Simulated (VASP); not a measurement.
Here is the system:

```
CELL_PARAMETERS angstrom
      0.00000     2.26059     2.26059
      2.26059     0.00000     2.26059
      2.26059     2.26059     0.00000
ATOMIC_POSITIONS crystal
  B  0.00000 0.00000 0.00000
  P  0.25000 0.25000 0.25000
```

All values below come from MS2 meta-GGA, VASP's PBE PAW potentials (set 64) (plane waves; VASP 6.6.1). Numerical set-up: 520 eV cut-off, 11×11×11 Γ-centred mesh, tetrahedra with Blöchl corrections, potentials B P.

**Question.** Estimate the energy per atom (σ→0), band gap (over mesh and band path) with the smallest direct gap where there is one.

**Answer.** 
```
Property                                               Result
---------------------------------------------  --------------
band gap (over mesh and band path)                    1.69 eV
smallest direct gap (over mesh and band path)         4.20 eV
energy per atom (σ→0)                          -9.572 eV/atom
```

Only differences to runs with the same potentials and settings are physical.

The compound is BP in the zinc blende structure. It was relaxed first.
